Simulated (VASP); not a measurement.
BeW3N: relaxation of cell and atoms with PBE

BeW3N:

```
Be W N
1.0
     4.17804    0.00000    0.00000
     0.00000    4.17804    0.00000
     0.00000    0.00000    4.17804
Be W N
1 3 1
Direct
  0.50000 0.50000 0.50000
  0.50000 0.50000 0.00000
  0.00000 0.50000 0.50000
  0.50000 0.00000 0.50000
  0.00000 0.00000 0.00000
```

The cell was built by a generator and needn't be a form met in nature.

The cell isn't the ideal one: species swapped into the NaMgF3 type (Pm-3m, No. 221).

- Program: VASP 6.6.1
- Task: relaxation of cell and atoms
- Functional: PBE
- Potentials or basis: VASP PAW PBE potentials, release 64 (Be, W_sv, N)
- Cutoff: 600 eV
- k mesh: 10 × 10 × 10
- Occupations: gaussian, width 0.1 eV
- Spin: no spin polarisation
- Dipole correction: no
- Further INCAR settings: ALGO = Fast; EDIFF = 1e-07; IBRION = 2; EDIFFG = -0.01; NSW = 100; ISIF = 3

The relaxed volume is 14.63 Å³/atom, the relaxed cell is a = 4.183 Å, b = 4.183 Å, c = 4.183 Å, α = 90.00°, β = 90.00°, γ = 90.00° and the space group after relaxing (to 0.05 Å) is Pm-3m (No. 221). The energy gained by relaxing is 0.1 meV/atom. The ionic steps are 3. The pressure after relaxing is 0.0 GPa and the band gap on the k mesh is none (metal or under the smearing width).

The path:
```tsv
step	energy change (eV)	largest force (eV/Å)	pressure (GPa)	volume (Å³)
1	0.0000	0.0000	0.62	72.93
2	0.0006	0.0000	-0.89	73.53
3	-0.0004	0.0000	0.01	73.17
```

Final structure:
```yaml
crystal:
  lattice:
    - [4.18254, 0.00000, 0.00000]
    - [0.00000, 4.18254, 0.00000]
    - [0.00000, 0.00000, 4.18254]
  atoms:
    - { symbol: Be, position: [0.50000, 0.50000, 0.50000] }
    - { symbol: W, position: [0.50000, 0.50000, 0.00000] }
    - { symbol: W, position: [0.00000, 0.50000, 0.50000] }
    - { symbol: W, position: [0.50000, 0.00000, 0.50000] }
    - { symbol: N, position: [0.00000, 0.00000, 0.00000] }
```

Levels at points of the mesh, in eV from the Fermi level:
```csv
k point,band 23,band 24,band 25,band 26,band 27,band 28
"(0.00, 0.00, 0.00)",-2.42,1.10,1.10,1.10,1.88,1.88
"(0.50, 0.00, 0.00)",-1.11,-0.72,-0.21,-0.21,0.25,1.20
"(0.50, 0.50, 0.00)",-0.52,-0.52,0.04,0.38,0.59,1.46
"(0.50, 0.50, 0.50)",-0.95,-0.95,-0.34,-0.34,-0.34,1.96
```

It took 6.7 min on 1 thread of Intel(R) Xeon(R) Platinum 8259CL CPU @ 2.50GHz (Skylake/Cascade Lake), on a shared host, peak memory 0.31 GiB.

The run has no spin-orbit coupling, so splittings on W are missing.
